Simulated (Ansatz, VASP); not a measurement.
## Be3Cl5: VASP beside Ansatz

```
CELL_PARAMETERS angstrom
5.33431 0.00000 0.00000
0.00000 5.33431 0.00000
0.00000 0.00000 5.33431
ATOMIC_POSITIONS crystal
Be 0.00000 0.50000 0.50000
Be 0.50000 0.00000 0.50000
Be 0.50000 0.50000 0.00000
Cl 0.50000 0.00000 0.00000
Cl 0.00000 0.50000 0.00000
Cl 0.00000 0.00000 0.50000
Cl 0.00000 0.00000 0.00000
Cl 0.50000 0.50000 0.50000
```

Alike in both runs: functional PBE; k mesh 4 × 4 × 4; occupations gaussian, width 0.1 eV; no spin polarisation.

Ansatz relaxed the structure, and its values are those at the end. VASP's run is a single point on that final structure, the one shown.

|  | VASP | Ansatz |
| --- | --- | --- |
| version | VASP 6.6.1 | Ansatz 0.2.0 |
| potentials or method | VASP PAW PBE potentials, release 64 (Be, Cl) | scalar-relativistic, plane waves, PAW |
| plane-wave cutoff (eV) | 520 | 420 |
| valence electrons in the cell | 41 | 41 |

|  | VASP | Ansatz | Ansatz less VASP |
| --- | --- | --- | --- |
| gap on the k mesh at the Fermi level (eV) | none | none | - |
| pressure (GPa) | -0.2 | -0.2 | +0.03 |

A gap of «none» marks a metal or a gap that the smearing closes. The functional is the same, so the differences come from potentials, cutoffs and numerics.

Caveats: an odd number of electrons without spin polarisation forces a metal; a magnetic or distorted state may lie lower.
